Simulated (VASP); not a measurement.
A run of VASP 6.6.1:

File INCAR:

```
SYSTEM = YS
PREC = Accurate
ENCUT = 520
EDIFF = 1E-7
ISMEAR = 0
SIGMA = 0.02
LREAL = .False.
LASPH = .True.
NELM = 100
ALGO = Fast
ISIF = 3
LWAVE = .False.
LCHARG = .False.
MAGMOM = 0 0 0 0 0 0
LORBIT = 11
LSORBIT = .True.
GGA_COMPAT = .False.
LMAXMIX = 4
GGA = PS
IBRION = 2
NSW = 80
EDIFFG = -0.002
KPAR = 4
```

File KPOINTS:

```
regular mesh
0
Gamma
  10 10 10
  0 0 0
```

POSCAR

```
YS
1.0
    0.0000000000      2.7436500000      2.7436500000
    2.7436500000      0.0000000000      2.7436500000
    2.7436500000      2.7436500000      0.0000000000
Y S
1 1
Direct
    0.5000000000      0.5000000000      0.5000000000
    0.0000000000      0.0000000000      0.0000000000
```

Potentials or basis: VASP PAW PBE potentials, release 64 (Y_sv, S).

The run is started by

```console
$ cat potpaw_PBE.64/Y_sv/POTCAR potpaw_PBE.64/S/POTCAR > POTCAR
$ mpirun -np 4 vasp_ncl > vasp.out
```

Hardware: 4 MPI ranks on Intel(R) Xeon(R) 6975P-C (Granite Rapids) (shared host).

Q: How long does it take, and how much memory?

A: Run time: 110 s on 4 MPI ranks on Intel(R) Xeon(R) 6975P-C (Granite Rapids), with other jobs on the host, peak memory 0.36 GiB a rank. Counts: scf iterations 52, k points 47, ion steps 3.
